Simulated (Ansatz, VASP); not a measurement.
# Zr2S2N (Zr2NS2 MXene monolayer) in two plane-wave programs, part 2 of 2

One calculation is typed for both programs; each brings its own data sets. How far apart do they land? The structure shown is the start of the Ansatz relaxation below; VASP solves that cell, so the two are compared at the walk's first step.

VASP 6.6.1 and Ansatz 0.2.0.

So far: Set-up; Ansatz: relaxation, PBE with D3(BJ).

## (3) VASP: single point, PBE with D3(BJ), start cell

Level of this step: PBE with D3(BJ), zero-moment start; plane waves and PAW (S, Zr_sv, N) (VASP).

The same cell, functional, mesh and smearing now go to VASP, with its own data sets.

Lines of VASP's logs that name or quote its potential files are left out, and so is its time.

INCAR

```
SYSTEM = Zr2S2N
PREC = Accurate
ENCUT = 520
EDIFF = 1E-06
NELM = 200
ISMEAR = -1
SIGMA = 0.05
LREAL = .FALSE.
ALGO = Normal
GGA = PE
IVDW = 12
NBANDS = 29
ISPIN = 2
MAGMOM = 0 0 -0 -0 0
LASPH = .TRUE.
LMAXMIX = 4
LORBIT = 11
LWAVE = .FALSE.
LCHARG = .FALSE.
ISIF = 2
LDIPOL = .TRUE.
IDIPOL = 3
DIPOL = 0.5 0.5 0.5
LVHAR = .TRUE.
GGA_COMPAT = .FALSE.
NELMDL = -8
KPAR = 2
```

POSCAR

```
Zr2S2N
1.0
    3.2175000000      0.0000000000      0.0000000000
   -1.6087500000      2.7864370000      0.0000000000
    0.0000000000      0.0000000000     43.4484490000
S Zr N
2 2 1
Direct
    0.3333332137      0.6666664274      0.4280935322
    0.6666666069      0.3333332137      0.5719064678
    0.6666666069      0.3333332137      0.4707805565
    0.3333332137      0.6666664274      0.5292194665
    0.0000000000      0.0000000000      0.5000000115
```

KPOINTS

```
Automatic mesh
0
Gamma
12 12 1
0 0 0
```

PAW data sets: S, Zr_sv and N (PBE family, release 64).

Started as:

```bash
> mpirun -np 2 vasp_std
```

Numbers of over 12 decimals in the logs are rounded to 6 here.

What it wrote:

```text
[banner, memory and clock lines left out]
running    2 mpi-ranks, on    1 nodes
 distrk:  each k-point on    1 cores,    2 groups
 distr:  one band on    1 cores,    1 groups

 POSCAR found type information on POSCAR S ZrN
 POSCAR found :  3 types and       5 ions
 LDA part: xc-table for (Slater+PW92), standard interpolation
 POSCAR, INCAR and KPOINTS ok, starting setup
 FFT: planning ... GRIDC
 FFT: planning ... GRID_SOFT
 FFT: planning ... GRID
 WAVECAR not read
 entering main loop
       N       E                     dE             d eps       ncg     rms          rms(c)
DAV:   1     0.379133050707E+03    0.37913E+03   -0.18057E+04  2740   0.108E+03
DAV:   2     0.421711663486E+01   -0.37492E+03   -0.36548E+03  2950   0.287E+02
DAV:   3    -0.420801552645E+02   -0.46297E+02   -0.45730E+02  3303   0.908E+01
DAV:   4    -0.449726868893E+02   -0.28925E+01   -0.28772E+01  3375   0.216E+01
DAV:   5    -0.450864704849E+02   -0.11378E+00   -0.11368E+00  3158   0.373E+00
DAV:   6    -0.450893233593E+02   -0.28529E-02   -0.28524E-02  3260   0.628E-01
DAV:   7    -0.450893896283E+02   -0.66269E-04   -0.66268E-04  3238   0.961E-02
DAV:   8    -0.450893919579E+02   -0.23295E-05   -0.23292E-05  3385   0.168E-02    0.298E+01
DAV:   9    -0.406132684323E+02    0.44761E+01   -0.22193E+01  2762   0.234E+01    0.134E+01
DAV:  10    -0.405173317623E+02    0.95937E-01   -0.44805E+00  3268   0.901E+00    0.644E+00
DAV:  11    -0.404365707934E+02    0.80761E-01   -0.24207E+00  2721   0.577E+00    0.235E+00
DAV:  12    -0.403367867784E+02    0.99784E-01   -0.47235E-01  3066   0.284E+00    0.760E-01
DAV:  13    -0.403367461136E+02    0.40665E-04   -0.24803E-02  2587   0.986E-01    0.598E-01
DAV:  14    -0.403349322255E+02    0.18139E-02   -0.54244E-03  3231   0.431E-01    0.146E-01
[...]
DAV:  23    -0.403348056412E+02   -0.16747E-04   -0.14940E-07  1995   0.169E-03    0.235E-03
DAV:  24    -0.403348322352E+02   -0.26594E-04   -0.12183E-06  2196   0.312E-03    0.108E-03
DAV:  25    -0.403348358313E+02   -0.35961E-05   -0.45473E-08  1730   0.104E-03    0.836E-04
DAV:  26    -0.403348448376E+02   -0.90063E-05   -0.25202E-07  1882   0.118E-03    0.498E-04
DAV:  27    -0.403348478529E+02   -0.30152E-05   -0.60586E-08  1845   0.647E-04    0.589E-04
DAV:  28    -0.403348493588E+02   -0.15059E-05   -0.17694E-08  1622   0.334E-04    0.286E-04
DAV:  29    -0.403348511966E+02   -0.18378E-05   -0.32476E-08  1789   0.354E-04    0.187E-04
DAV:  30    -0.403348517516E+02   -0.55500E-06   -0.86745E-09  1587   0.213E-04
   1 F= -.42047963E+02 E0= -.42036385E+02  d E =-.231561E-01  mag=     0.0000
```

From OUTCAR (step 3):

```text
ion  position               nearest neighbor table
   1  0.333  0.667  0.428-   3 2.62   3 2.62   3 2.63
   2  0.667  0.333  0.572-   4 2.62   4 2.62   4 2.62
   3  0.667  0.333  0.471-   5 2.25   5 2.25   5 2.25   1 2.62   1 2.62   1 2.63   4 3.15   4 3.15
                             4 3.15
   4  0.333  0.667  0.529-   5 2.25   5 2.25   5 2.25   2 2.62   2 2.62   2 2.62   3 3.15   3 3.15
                             3 3.15
   5  0.000  0.000  0.500-   4 2.25   3 2.25   3 2.25   4 2.25   4 2.25   3 2.25

  LATTYP: Found a hexagonal cell.
 ALAT       =     3.2175000000
 C/A-ratio  =    13.5037914530

 Subroutine GETGRP returns: Found 12 space group operations
 (whereof 12 operations were pure point group operations)

The static configuration has the point symmetry D_3d.

 Found     19 irreducible k-points:

   k-points           NKPTS =     19   k-points in BZ     NKDIM =     19   number of bands    NBANDS=     29

   dimension x,y,z NGX =    24 NGY =   24 NGZ =  324
   dimension x,y,z NGXF=    48 NGYF=   48 NGZF=  648

   ENCUT  =  520.0 eV  38.22 Ry    6.18 a.u.   5.98  5.98 80.79*2*pi/ulx,y,z

   NELECT =      41.0000    total number of electrons

 k-points in reciprocal lattice and weights: Automatic mesh
   0.00000000  0.00000000  0.00000000       0.007
   0.08333333  0.00000000  0.00000000       0.042
   0.16666667  0.00000000  0.00000000       0.042
   0.25000000  0.00000000  0.00000000       0.042
   0.33333333  0.00000000  0.00000000       0.042
   0.41666667 -0.00000000  0.00000000       0.042
   0.50000000  0.00000000  0.00000000       0.021
   0.08333333  0.08333333  0.00000000       0.042
   0.16666667  0.08333333  0.00000000       0.083
[...]
0.33333333  0.25000000  0.00000000       0.083
   0.33333333  0.33333333  0.00000000       0.014

 dipolmoment           0.000000      0.000000     -0.000014 electrons x Angstroem

 average (electrostatic) potential at core
       1 -93.8826       2 -93.8829       3 -86.6330       4 -86.6332       5 -72.5490

 E-fermi :  -3.1609

 spin component 1
 k-point     1 :       0.0000    0.0000    0.0000
  band No.  band energies     occupation
    ...
     14      -7.8099      1.00000
     15      -6.4718      1.00000
     16      -5.3681      1.00000
     17      -3.3980      0.99136
     18      -3.3980      0.99136
     19      -2.7854      0.00055
     20      -2.4146      0.00000
     21      -2.4146      0.00000
     22      -2.0972      0.00000
     23      -2.0971      0.00000
    ...

 k-point     2 :       0.0833    0.0000    0.0000
  band No.  band energies     occupation
    ...
     15      -6.2488      1.00000
     16      -5.5180      1.00000
     17      -3.7359      0.99999
     18      -3.3673      0.98414
     19      -3.1987      0.68069
     20      -2.8230      0.00116
     21      -2.7261      0.00017
     22      -2.0145      0.00000
     23      -1.7482      0.00000
     24      -0.8608      0.00000
    ...

 k-point     3 :       0.1667    0.0000    0.0000
  band No.  band energies     occupation
    ...
     16      -5.7485      1.00000
     17      -4.4776      1.00000
     18      -4.1607      1.00000
     19      -3.4538      0.99716
     20      -3.1781      0.58563
     21      -3.1375      0.38512
     22      -1.9308      0.00000
     23      -1.3784      0.00000
     24      -0.7355      0.00000
     25      -0.4287      0.00000
    ...

 k-point     4 :       0.2500    0.0000    0.0000
  band No.  band energies     occupation
    ...
     17      -5.2691      1.00000
     18      -4.8468      1.00000
     19      -3.8893      1.00000
     20      -3.6756      0.99997
     21      -3.2868      0.92551
     22      -1.4479      0.00000
     23      -1.0422      0.00000
     24      -0.8072      0.00000
     25      -0.0758      0.00000
     26       0.6482      0.00000
    ...

 k-point     5 :       0.3333    0.0000    0.0000
  band No.  band energies     occupation
    ...
     17      -5.8664      1.00000
     18      -5.0147      1.00000
     19      -4.4077      1.00000
     20      -3.8167      1.00000
     21      -3.4491      0.99687
     22      -1.2966      0.00000
     23      -0.7322      0.00000
     24      -0.0177      0.00000
     25       0.4596      0.00000
     26       0.9967      0.00000
    ...

 k-point     6 :       0.4167   -0.0000    0.0000
  band No.  band energies     occupation
    ...
     17      -5.8574      1.00000
     18      -5.0826      1.00000
     19      -4.6428      1.00000
     20      -3.9083      1.00000
     21      -3.5468      0.99956
     22      -1.4578      0.00000
     23       0.1365      0.00000
     24       0.7180      0.00000
     25       1.0979      0.00000
     26       1.4303      0.00000
    ...

 Edisp (eV)   -1.71311

  Total       6.04833     6.04833    -5.32583     0.00000     0.00000     0.00000
  in kB      24.87736    24.87736   -21.90564     0.00000     0.00000     0.00000
  external pressure =        9.28 kB  Pullay stress =        0.00 kB

  energy-cutoff  :      520.00
  volume of cell :      389.53
      direct lattice vectors                 reciprocal lattice vectors
     3.217500000  0.000000000  0.000000000     0.310800311  0.179440626  0.000000000
    -1.608750000  2.786437000  0.000000000     0.000000000  0.358881252  0.000000000
     0.000000000  0.000000000 43.448449000     0.000000000  0.000000000  0.023015781

 POSITION                                       TOTAL-FORCE (eV/Angst)
 -----------------------------------------------------------------------------------
      0.00000      1.85762     18.60000         0.000000      0.000000      1.745481
      1.60875      0.92881     24.84845        -0.000000     -0.000000     -1.745481
      1.60875      0.92881     20.45468         0.000000     -0.000000     -2.216090
      0.00000      1.85762     22.99377        -0.000000      0.000000      2.216090
      0.00000      0.00000     21.72422        -0.000000      0.000000      0.000000
 -----------------------------------------------------------------------------------
    total drift:                               -0.000000      0.002160     -0.003635

  FREE ENERGIE OF THE ION-ELECTRON SYSTEM (eV)
  ---------------------------------------------------
  free  energy   TOTEN  =       -42.0479631009 eV

  energy  without entropy=      -42.0248069651  energy(sigma->0) =      -42.03638503

 vacuum level on the upper side and lower side of the slab         2.937         2.937

 total charge
# of ion       s       p       d       tot
------------------------------------------
    1        1.369   2.309   0.000   3.678
    2        1.369   2.309   0.000   3.678
    3        2.173   6.034   1.684   9.891
    4        2.173   6.034   1.684   9.891
    5        1.254   2.487   0.000   3.741
--------------------------------------------------
tot          8.339  19.173   3.367  30.879

 magnetization (x)
# of ion       s       p       d       tot
------------------------------------------
    1       -0.000   0.000   0.000  -0.000
    2       -0.000   0.000   0.000  -0.000
    3       -0.000  -0.000   0.000   0.000
    4       -0.000  -0.000   0.000   0.000
    5       -0.000  -0.000   0.000  -0.000
--------------------------------------------------
tot         -0.000  -0.000   0.000   0.000

[... 2 further parts left out ...]
```

This run allows spin, but its moments start at zero, where symmetry between the spins tends to hold them. Its electron count is odd, so without a moment it is a metal by construction.

## (4) Side by side

Known differences besides the potentials themselves: Ansatz cuts the interaction across the vacuum, VASP repeats the sheet with a dipole correction; the cutoff is 420 eV in Ansatz and 520 eV in VASP. Total energies have different zeros and are not compared.

Forces (eV/Å; atoms numbered as in POSCAR):

```
atom        Ansatz x, y, z          VASP x, y, z
  S1   0.000, 0.000, 1.741   0.000, 0.000, 1.745
  S2  0.000, 0.000, -1.741  0.000, 0.000, -1.745
 Zr3  0.000, 0.000, -2.187  0.000, 0.000, -2.216
 Zr4   0.000, 0.000, 2.187   0.000, 0.000, 2.216
  N5   0.000, 0.000, 0.000   0.000, 0.000, 0.000
```

The forces differ by 11 meV/Å r.m.s., which is 1.0 % of the r.m.s. force of 1.030 eV/Å (both taken over all components). Moments aren't recorded for both runs of this pair, so they may hold unlike magnetic states. With vacuum in the cell, a pressure given here is an average over mostly empty space and none of the material.

## (5) What came out

```
r.m.s. force difference (single point, PBE with D3(BJ), start cell) : 1.0 % of the r.m.s. force
```

**Reading.** The r.m.s. force difference is 1.0 % of the r.m.s. force (single point, PBE with D3(BJ), start cell), within the 3 % picked in this series as the mark of a large difference. 1 further run of this series is not shown here. Such differences can come from data sets, numerical settings and the points named under the comparisons, not from the functional's error against experiment.

[Lines on the potential files, build, host, timing and source positions are cut from VASP's logs without a mark.]

[Logs are printed without paths, hosts, clocks, repeated set-up lines and the standing remarks that a program may print on its own settings, such as how far it seeks lower states.]

[Hosts, paths, dates, database ids (printed as entryN), source tags and the programs' standing remarks are cut or masked in the printed files.]
